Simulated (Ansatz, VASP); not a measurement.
## TaBi: VASP beside Ansatz

```xyz
2
Lattice="2.9022 0.0000 0.0000 0.0000 2.9022 0.0000 0.0000 0.0000 2.9022" Properties=species:S:1:pos:R:3 pbc="T T T"
Ta    0.0000    0.0000    0.0000
Bi    1.4511    1.4511    1.4511
```

Change from the starting cell: volume scaled by 0.6, LAPW.

Alike in both runs: task single point; functional LDA; k mesh 11 × 11 × 11; occupations fermi-dirac, width 0.05 eV; no spin polarisation.

|  | VASP | Ansatz |
| --- | --- | --- |
| version | VASP 6.6.1 | Ansatz 0.2.0 |
| potentials or method | VASP PAW LDA potentials, release 64 (Ta_pv, Bi_d), cutoff 520 eV | all-electron LAPW, scalar-relativistic |

Ansatz gave:

| Quantity | Value |
| --- | --- |
| pressure (GPa) | 235.3 |

Problem. Estimate VASP's values.

Solution. Pressure (GPa): 241.6.

Ansatz ran all-electron here, so the differences hold the error of VASP's frozen core and of both bases.

Caveats: the cell as given lies far from equilibrium; so large a pressure means that the cell lies far from this level's equilibrium, or that cutoff or potentials fall short (VASP).
